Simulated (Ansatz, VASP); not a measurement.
# GeAu2 in two plane-wave programs

Aim: how closely do two programs agree when they are given the same cell, functional and k mesh? The cell is invented: other elements were put on sites of a known structure type. It may not be a known or stable phase. The cell is taken from a series of VASP runs on this material, whose earlier steps may have relaxed, scaled or displaced it; both programs get it as it stands.

Method: plane waves, with VASP 6.6.1 beside it; band structure at revPBE with D4 and single point at revPBE with D4, in Ansatz 0.2.0.

### 1. Set-up

It takes space group P-3m1 (No. 164, trigonal). Conventional cell: a = 3.091 Å, b = 3.091 Å, c = 6.349 Å, α = 90.00°, β = 90.00°, γ = 120.00°. Nearest to Ge lie 6 Au at 2.71 Å. Au has 3 Ge at 2.71 Å and 3 Au at 2.88 Å nearest. Farther neighbours are not listed.

As a file:

```xyz
3
Lattice="3.0912 0.0000 0.0000 -1.5456 2.6771 0.0000 0.0000 0.0000 6.3489" Properties=species:S:1:pos:R:3 pbc="T T T"
Ge    0.0000    0.0000    0.0000
Au    0.0000    1.7847    2.0424
Au    1.5456    0.8924    4.3065
```

### 2. VASP: band structure, revPBE with D4

With cell and atoms fixed, the geometry can't cause a difference; cores, projectors, grids and the points listed under the comparison can.

Lines of VASP's logs that name or quote its potential files are left out, and so is its time.

Input file INCAR:

```
SYSTEM = GeAu2
PREC = Accurate
ENCUT = 410
EDIFF = 1E-06
NELM = 100
ISMEAR = -1
SIGMA = 0.05
LREAL = .FALSE.
ALGO = Normal
GGA = RE
IVDW = 13
LORBIT = 11
LWAVE = .FALSE.
LCHARG = .FALSE.
```

Input file POSCAR:

```
GeAu2
1.0
    3.0912098173      0.0000000000      0.0000000000
   -1.5456049087      2.6770662306      0.0000000000
    0.0000000000      0.0000000000      6.3488911814
Ge Au
1 2
Direct
    0.0000000000      0.0000000000      0.0000000000
    0.3333333300      0.6666666700      0.3216872035
    0.6666666700      0.3333333300      0.6783127965
```

Input file KPOINTS:

```
Automatic mesh
0
Gamma
8 8 4
0 0 0
```

Input file KPOINTS_OPT:

```
Line mode
16
Line-mode
Reciprocal
  0.00000000   0.00000000   0.00000000 GAMMA
  0.50000000   0.00000000   0.00000000 M

  0.50000000   0.00000000   0.00000000 M
  0.33333333   0.33333333   0.00000000 K

  0.33333333   0.33333333   0.00000000 K
  0.00000000   0.00000000   0.00000000 GAMMA

  0.00000000   0.00000000   0.00000000 GAMMA
  0.00000000   0.00000000   0.50000000 A

  0.00000000   0.00000000   0.50000000 A
  0.50000000   0.00000000   0.50000000 L

  0.50000000   0.00000000   0.50000000 L
  0.33333333   0.33333333   0.50000000 H

  0.33333333   0.33333333   0.50000000 H
  0.00000000   0.00000000   0.50000000 A

  0.50000000   0.00000000   0.50000000 L
  0.50000000   0.00000000   0.00000000 M

  0.33333333   0.33333333   0.00000000 K
  0.33333333   0.33333333   0.50000000 H
```

Potentials, in the order of the species: Ge_d and Au (PBE family, release 64).

Started as:

```
> mpirun -np 1 vasp_std
```

Numbers of over 12 decimals in the logs are rounded to 6 here.

The log of the run:

```text
[banner, memory and clock lines left out]
running    1 mpi-ranks, on    1 nodes
 distrk:  each k-point on    1 cores,    1 groups
 distr:  one band on    1 cores,    1 groups

 POSCAR found type information on POSCAR GeAu
 POSCAR found :  2 types and       3 ions
|                                                                             |
|               ----> ADVICE to this user running VASP <----                  |
|                                                                             |
|     You enforced a specific xc type in the INCAR file but a different       |
|     [... a line on the potential file left out ...]
|     I HOPE YOU KNOW WHAT YOU ARE DOING!                                     |
|                                                                             |

 LDA part: xc-table for (Slater+PW92), standard interpolation
 POSCAR, INCAR and KPOINTS ok, starting setup
 FFT: planning ... GRIDC
 FFT: planning ... GRID_SOFT
 FFT: planning ... GRID
 WAVECAR not read
 entering main loop
       N       E                     dE             d eps       ncg     rms          rms(c)
DAV:   1     0.256321805397E+03    0.25632E+03   -0.15943E+04  1902   0.307E+03
DAV:   2     0.169953650703E+02   -0.23933E+03   -0.23158E+03  1612   0.673E+02
DAV:   3    -0.965535341585E+01   -0.26651E+02   -0.26329E+02  1756   0.129E+02
DAV:   4    -0.103374600729E+02   -0.68211E+00   -0.68160E+00  1740   0.214E+01
DAV:   5    -0.103518290645E+02   -0.14369E-01   -0.14368E-01  1846   0.334E+00    0.114E+01
DAV:   6    -0.947236305227E+01    0.87947E+00   -0.37625E+00  1832   0.161E+01    0.848E+00
DAV:   7    -0.943486263063E+01    0.37500E-01   -0.28477E-01  1754   0.466E+00    0.472E+00
DAV:   8    -0.942423798220E+01    0.10625E-01   -0.48144E-02  2040   0.234E+00    0.350E-01
DAV:   9    -0.942232091037E+01    0.19171E-02   -0.13367E-02  2060   0.136E+00    0.118E-01
DAV:  10    -0.942225211440E+01    0.68796E-04   -0.10631E-03  1630   0.269E-01    0.324E-02
DAV:  11    -0.942226108068E+01   -0.89663E-05   -0.49527E-05  1966   0.547E-02    0.998E-03
DAV:  12    -0.942226273346E+01   -0.16528E-05   -0.22222E-06  1354   0.133E-02    0.311E-03
DAV:  13    -0.942226285598E+01   -0.12252E-06   -0.65203E-07   962   0.100E-02
   1 F= -.12221718E+02 E0= -.12217883E+02  d E =-.766822E-02
 Start KPOINTS_OPT (optional k-point list driver)
k-point batch [1-35\144]
       N       E                     dE             ncg
DAV:   1     0.765236212060E+04   -0.27526E+05     1866
DAV:   2    -0.904162777830E+03   -0.85565E+04     1606
DAV:   3    -0.179433773635E+04   -0.89017E+03     1784
DAV:   4    -0.181708384592E+04   -0.22746E+02     1636
DAV:   5    -0.181761392826E+04   -0.53008E+00     1852
DAV:   6    -0.181763268259E+04   -0.18754E-01     1654
DAV:   7    -0.181763375092E+04   -0.10683E-02     2046
DAV:   8    -0.181763377169E+04   -0.20765E-04     1300
DAV:   9    -0.181763377274E+04   -0.10511E-05      920
DAV:  10    -0.181763377289E+04   -0.15174E-06      818
[...]
k-point batch [141-144\144]
       N       E                     dE             ncg
DAV:   1     0.388315795679E+05   -0.46340E+04      208
DAV:   2     0.378471175630E+05   -0.98446E+03      188
DAV:   3     0.377430286770E+05   -0.10409E+03      182
DAV:   4     0.377399321820E+05   -0.30965E+01      200
DAV:   5     0.377398567376E+05   -0.75444E-01      212
DAV:   6     0.377398531729E+05   -0.35647E-02      228
DAV:   7     0.377398529970E+05   -0.17592E-03      226
DAV:   8     0.377398529846E+05   -0.12374E-04      216
DAV:   9     0.377398529842E+05   -0.45816E-06      176
```

OUTCAR, selected parts (step 2):

```text
ion  position               nearest neighbor table
   1  0.000  0.000  0.000-   2 2.71   3 2.71   3 2.71   2 2.71   3 2.71   2 2.71
   2  0.333  0.667  0.322-   1 2.71   1 2.71   1 2.71   3 2.88   3 2.88   3 2.88
   3  0.667  0.333  0.678-   1 2.71   1 2.71   1 2.71   2 2.88   2 2.88   2 2.88

  LATTYP: Found a hexagonal cell.
 ALAT       =     3.0912098173
 C/A-ratio  =     2.0538532020

 Subroutine GETGRP returns: Found 12 space group operations
 (whereof 12 operations were pure point group operations)

The static configuration has the point symmetry D_3d.

 Found     35 irreducible k-points:

   k-points           NKPTS =     35   k-points in BZ     NKDIM =     35   number of bands    NBANDS=     22

   dimension x,y,z NGX =    20 NGY =   20 NGZ =   42
   dimension x,y,z NGXF=    40 NGYF=   40 NGZF=   84

   ENCUT  =  410.0 eV  30.13 Ry    5.49 a.u.   5.10  5.10 10.48*2*pi/ulx,y,z

   NELECT =      36.0000    total number of electrons

 k-points in reciprocal lattice and weights: Automatic mesh
   0.00000000  0.00000000  0.00000000       0.004
   0.12500000 -0.00000000  0.00000000       0.023
   0.25000000 -0.00000000  0.00000000       0.023
   0.37500000  0.00000000  0.00000000       0.023
   0.50000000 -0.00000000  0.00000000       0.012
   0.12500000  0.12500000  0.00000000       0.023
   0.25000000  0.12500000  0.00000000       0.047
   0.37500000  0.12500000  0.00000000       0.047
   0.25000000  0.25000000  0.00000000       0.023
[...]
0.25000000  0.25000000  0.50000000       0.023
   0.37500000  0.25000000  0.50000000       0.023

 average (electrostatic) potential at core
       1 -70.9010       2 -65.1415       3 -65.1415

 E-fermi :   8.7158

 k-point     1 :       0.0000    0.0000    0.0000
  band No.  band energies     occupation
    ...
     14       4.5183      2.00000
     15       5.0152      2.00000
     16       5.0152      2.00000
     17       5.5421      2.00000
     18       5.5421      2.00000
     19      15.7461      0.00000
     20      15.7461      0.00000
     21      16.1979      0.00000
     22      16.2093      0.00000

 k-point     2 :       0.1250   -0.0000    0.0000
  band No.  band energies     occupation
    ...
     14       4.5134      2.00000
     15       4.9656      2.00000
     16       5.0748      2.00000
     17       5.6102      2.00000
     18       6.0647      2.00000
     19      13.4837      0.00000
     20      14.9934      0.00000
     21      16.0272      0.00000
     22      16.6768      0.00000

 k-point     3 :       0.2500   -0.0000    0.0000
  band No.  band energies     occupation
    ...
     14       4.8628      2.00000
     15       5.2188      2.00000
     16       5.5884      2.00000
     17       5.7043      2.00000
     18       6.8739      2.00000
     19      10.2964      0.00000
     20      13.6994      0.00000
     21      15.2653      0.00000
     22      17.4815      0.00000

  DFT-D4 for vdW energy calculation

  Edisp (eV):   -2.79945

  Total      -0.02457    -0.02457     0.01840     0.00000     0.00000     0.00000
  in kB      -0.74927    -0.74927     0.56120     0.00000     0.00000     0.00000
  external pressure =       -0.31 kB  Pullay stress =        0.00 kB

  energy-cutoff  :      410.00
  volume of cell :       52.54
      direct lattice vectors                 reciprocal lattice vectors
     3.091209817  0.000000000  0.000000000     0.323497937  0.186771621  0.000000000
    -1.545604909  2.677066231  0.000000000     0.000000000  0.373543242  0.000000000
     0.000000000  0.000000000  6.348891181     0.000000000  0.000000000  0.157507819

 POSITION                                       TOTAL-FORCE (eV/Angst)
 -----------------------------------------------------------------------------------
      0.00000      0.00000      0.00000        -0.000000      0.000000      0.000000
     -0.00000      1.78471      2.04236        -0.000000     -0.000000      0.007142
      1.54560      0.89236      4.30653         0.000000      0.000000     -0.007142
 -----------------------------------------------------------------------------------
    total drift:                                0.000000      0.000000      0.000000

  FREE ENERGIE OF THE ION-ELECTRON SYSTEM (eV)
  ---------------------------------------------------
  free  energy   TOTEN  =       -12.2217176109 eV

  energy  without entropy=      -12.2140493866  energy(sigma->0) =      -12.21788350

 total charge
# of ion       s       p       d       tot
------------------------------------------
    1        1.217   0.973  10.058  12.248
    2        0.581   0.344   8.744   9.669
    3        0.581   0.344   8.744   9.669
--------------------------------------------------
tot          2.380   1.661  27.546  31.587

[... 3 further parts left out ...]
```

Spin-orbit coupling is off here; with elements this heavy it splits and shifts levels by tenths of an eV or more. Dispersion corrections of this kind ignore metallic screening and tend to overbind metals.

### 3. Ansatz: band structure, revPBE with D4

Ansatz runs on its default PAW (the set named soft_2) files.

The same cell, functional, mesh and smearing now go to Ansatz, which takes its cutoff from its data sets.

Input file input.yaml:

```yaml
crystal:
  lattice:
    - [3.0912098173, 0.0, 0.0]
    - [-1.5456049087, 2.6770662306, 0.0]
    - [0.0, 0.0, 6.3488911814]
  atoms:
    - { symbol: Ge, position: [0.0, 0.0, 0.0] }
    - { symbol: Au, position: [0.33333333, 0.66666667, 0.3216872035] }
    - { symbol: Au, position: [0.66666667, 0.33333333, 0.6783127965] }
hamiltonian:
  xc: revpbe
  pseudopotentials: { kind: paw }
  dispersion: d4
kpoints:
  mp_grid: { grid: [8, 8, 4] }
  band_path:
    path:
      - [0.0, 0.0, 0.0]
      - [0.13333, 0.0, 0.0]
      - [0.3, 0.0, 0.0]
      - [0.46667, 0.0, 0.0]
      - [0.46667, 0.06667, 0.0]
      - [0.41111, 0.17778, 0.0]
      - [0.35556, 0.28889, 0.0]
      - [0.28889, 0.28889, 0.0]
      - [0.17778, 0.17778, 0.0]
      - [0.06667, 0.06667, 0.0]
      - [0.0, 0.0, 0.03333]
      - [0.0, 0.0, 0.2]
      - [0.0, 0.0, 0.36667]
      - [0.0, 0.0, 0.5]
      - [0.16667, 0.0, 0.5]
      - [0.3, 0.0, 0.5]
      - [0.46667, 0.0, 0.5]
      - [0.46667, 0.06667, 0.5]
      - [0.41111, 0.17778, 0.5]
      - [0.35556, 0.28889, 0.5]
      - [0.28889, 0.28889, 0.5]
      - [0.17778, 0.17778, 0.5]
      - [0.06667, 0.06667, 0.5]
      - [0.5, 0.0, 0.46667]
      - [0.5, 0.0, 0.3]
      - [0.5, 0.0, 0.13333]
      - [0.33333, 0.33333, 0.0]
      - [0.33333, 0.33333, 0.16667]
      - [0.33333, 0.33333, 0.33333]
      - [0.33333, 0.33333, 0.5]
    npoints: 1
scf:
  occupations: { method: fermi_dirac, width: 0.05 }
  n_extra_bands: 7
output:
  forces: true
  stress: true
  eigenvalues: true
```

Started as:

```
> ansatz run input.yaml --threads 2 --pin off --max-ram 4608MiB --backend cpu --events-out ev --progress --plain --runs-dir out
```

The log of the run:

```text
scf.n_extra_bands = 7 over 26 filled bands (N_el = 52.0): the run solves 33 bands
Engine: ansatz 0.2.0, aarch64-unknown-linux-gnu
Pseudopotentials: kind: paw
Pseudopotential: Ge, paw, valence charge 14, recommended cutoff 420 eV (normal), Ge.paw.azcp
Pseudopotential: Au, paw, valence charge 19, recommended cutoff 420 eV (normal), Au.paw.azcp
Functional definition: revPBE
  parameter kappa = 1.245
  parameter beta = 0.066725
  exchange = pbe_x(kappa = kappa, mu = beta*pi^2/3)
  correlation = pbe_c(beta = beta)
Crystal: 3 atoms, lattice volume = 52.539 Å³
Basis set: ecut = 420 eV, 1017 PW (Γ), exchange–correlation on 48×48×90 points (8 copies of the dense FFT grid, shifted against one another)
Bands: 33, of which v1, the nominal top of the filled ones, is band 26 counted from 1 (25 counted from 0)
Symmetry: 12 space group operations
Space group: P-3m1 (ITA 164), of the structure as read, at distance tolerance 3.7e-5 Å
k-points: 35 of 256
Non-local potential: Ge, projectors of the file, l = 0: 2, l = 1: 2, l = 2: 3, l = 3: 1
Non-local potential: Au, projectors of the file, l = 0: 3, l = 1: 2, l = 2: 2, l = 3: 1
PAW form: soft (Blöchl's): semilocal exchange-correlation on the pseudo side does not see the compensation charge
PAW frozen core: Ge, regenerated for the run's functional, and the local potential with it (the file was generated under x = pbe(κ = 0.804, μ = 0.219515), c = pbe(β = 0.066725))
PAW frozen core: Au, regenerated for the run's functional, and the local potential with it (the file was generated under x = pbe(κ = 0.804, μ = 0.219515), c = pbe(β = 0.066725))
PAW one-centre angular grid: Ge, 590 points (default); XC on 64 Gauss nodes
PAW one-centre angular grid: Au, 590 points (default); XC on 64 Gauss nodes
Initial density: superposition of atomic densities (neutral atoms: chi_scale 0, normalization atom), corrected by the library's trained network
Initial wavefunctions: pseudopotential atomic-orbital guess
Functional: x = revpbe(κ = 1.245, μ = 0.219515), c = pbe(β = 0.066725)
SCF iter   1: F=—  HF=-30620.397821 eV  |F-HF|=—  |Δ(HF+E_count)|=         —  Δρ=4.03e-3  dr2=8.78e-3  ethr=1.77e-3  ⟨swp⟩=6.1  Hψ=4368  notcnv=0  defer=14
preconditioner: auto → Resta (q_TF=auto, 2.724 Å⁻¹)  ε∞=4.4  [insulator: Δε(μ)=0.168 eV  Ē_g=16.596 eV  σ=0.050 eV  W_gap=0.65  n_scr=22 (ndim 8)  ℏωp=30.7 eV  f_vac=0.000  D(μ)=0.92/eV (n_scr^D=2)  ε∞_Penn≈4.4]
SCF iter   2: F=—  HF=-30620.396817 eV  |F-HF|=—  |Δ(HF+E_count)|=   1.00e-3  Δρ=1.55e-3  dr2=1.27e-3  ethr=1.69e-5  ⟨swp⟩=2.2  Hψ=1888  notcnv=0  defer=29
SCF iter   3: F=—  HF=-30620.396754 eV  |F-HF|=—  |Δ(HF+E_count)|=   6.38e-5  Δρ=5.71e-4  dr2=1.06e-4  ethr=2.44e-6  ⟨swp⟩=2.0  Hψ=1408  notcnv=0  defer=29
SCF iter   4: F=—  HF=-30620.396781 eV  |F-HF|=—  |Δ(HF+E_count)|=   2.70e-5  Δρ=1.51e-4  dr2=8.77e-6  ethr=2.05e-7  ⟨swp⟩=2.6  Hψ=2030  notcnv=0  defer=29
SCF iter   5: F=—  HF=-30620.396783 eV  |F-HF|=—  |Δ(HF+E_count)|=   2.36e-6  Δρ=5.24e-5  dr2=1.73e-6  ethr=1.69e-8  ⟨swp⟩=2.1  Hψ=1697  notcnv=0  defer=29
SCF iter   6: F=—  HF=-30620.396783 eV  |F-HF|=—  |Δ(HF+E_count)|=   9.91e-8  Δρ=2.42e-5  dr2=1.82e-7  ethr=3.32e-9  ⟨swp⟩=2.1  Hψ=1716  notcnv=0  defer=29
SCF iter   7: F=-30620.396783 eV  HF=-30620.396783 eV  |F-HF|=2.84e-10  |Δ(HF+E_count)|=   1.23e-7  Δρ=4.54e-6  dr2=1.16e-8  ethr=1.92e-10  ⟨swp⟩=7.9  Hψ=4436  notcnv=0
SCF 1 converged in 7 iterations: F = -30620.396783 eV  dr2 = 1.16e-8
  greatest PAW one-centre occupation: 1.000 electrons in one spin orbital (limit 2), on the Au atom at site 2 (counted from 0), in its partial waves of l = 0
NSCF: frozen V_eff on 30 k-points
SCF converged after 7 iterations
Free energy (F): -30620.396783 eV
Harris-Foulkes:  -30620.396783 eV  (|F-HF|=2.84e-10)
Internal energy: -30620.389116 eV  (E = F + TS)
E sigma→0 (E₀):  -30620.392949 eV
Entropy (-TS):   -0.007667 eV (-2.556 meV/atom)
Fermi energy:    17.510754 eV
--- Per-component energies (eV) ---
  E_band       = -563.623399
  E_kinetic    = 1321.480230
  E_local      = -5706.171870  (includes V_loc(G=0)·N_el)
  E_nonlocal   = 562.589017
  E_hartree    = 2452.044085
  E_xc         = -532.924244
  E_vxc        = -616.078415  (∫ρ·V_xc dr)
  E_paw        = -21454.702361  (= ΣΔE_a)
  E_vpaw       = -1029.530597  (= ΣTr[D̂ρ^β])
  E_aug_tail   = 0.003195  (compensation charges beyond the density's cutoff)
  E_ewald      = -7259.708486
  E_disp       = -2.799782  (pairwise vdW)
  E_core_change = -0.198899  (= ΣΔE_core)
  E_smearing   = -0.007667  (= −TS)
  E_closure    = 0.000000  (closes the sum)
  Σ components = -30620.396783   (vs F -30620.396783, Δ=0.00e0)
--- Forces (eV/Å), atoms counted from 1 ---
  atom   1  Ge     0.00000000     0.00000000     0.00000000
  atom   2  Au     0.00000000    -0.00000000    -0.00855994
  atom   3  Au     0.00000000     0.00000000     0.00855994
  max |Σ_I F_I| component: 9.25e-18 eV/Å
--- Stress (GPa, compression-positive) ---
        0.111821       0.000000       0.000000
        0.000000       0.111821       0.000000
        0.000000       0.000000       0.232838
  P = ⅓ Tr σ = 0.1522 GPa (1.522 kbar)
--- Band table (eV; the first three rows and the last of 35) ---
  k-point 0: bands = [... 22 lower, 13.8124, 13.8124, 14.3460, 14.3460, 24.5398, 24.5398, 24.9853, 25.0069, ... 3 higher]
  k-point 1: bands = [... 22 lower, 13.8294, 14.3782, 14.3782, 14.3912, 21.5838, 24.4218, 24.4218, 28.1077, ... 3 higher]
  k-point 2: bands = [... 22 lower, 13.8465, 14.4095, 14.4095, 15.7971, 19.5836, 24.3108, 24.3108, 28.2818, ... 3 higher]
  k-point 34: bands = [... 22 lower, 14.2920, 15.6403, 15.8318, 17.1861, 17.9068, 18.4016, 20.5323, 24.4592, ... 3 higher]
```

Run time: 2.8 s. Hardware: 2 threads of Arm Neoverse V2, shared host; peak memory 0.35 GiB.

### 4. Comparison

Known differences besides the potentials themselves: the data sets hold 52 valence electrons in Ansatz (default PAW (the set named soft_2) files) and 36 in VASP; the cutoff is 420 eV in Ansatz and 410 eV in VASP; Ansatz makes its cores anew for this functional, VASP keeps those of its PBE data sets; VASP leaves aspherical gradient terms in its spheres out (LASPH is not set), Ansatz keeps them. Total energies have different zeros and are not compared.

The two programs side by side:

```tsv
quantity	Ansatz	VASP	difference
pressure (GPa)	0.15	-0.03	+0.18
pressure without Ansatz's Pulay correction (GPa)	0.10	-0.03	+0.13
```

At this near-relaxed geometry the largest component of a force difference is 16 meV/Å. Levels from 3 eV below to 2 eV above the Fermi level differ by 5 meV r.m.s. and 14 meV at most; each VASP level is matched to the nearest of Ansatz, which flatters the figure a little. Ansatz's pressure holds a Pulay correction of 0.05 GPa; VASP's holds none.

(Part 1 of 2 ends here.)

[Lines on the potential files, build, host, timing and source positions are cut from VASP's logs without a mark.]

[Logs are printed without paths, hosts, clocks, repeated set-up lines and the standing remarks that a program may print on its own settings, such as how far it seeks lower states.]

[Hosts, paths, dates, database ids (printed as entryN), source tags and the programs' standing remarks are cut or masked in the printed files.]
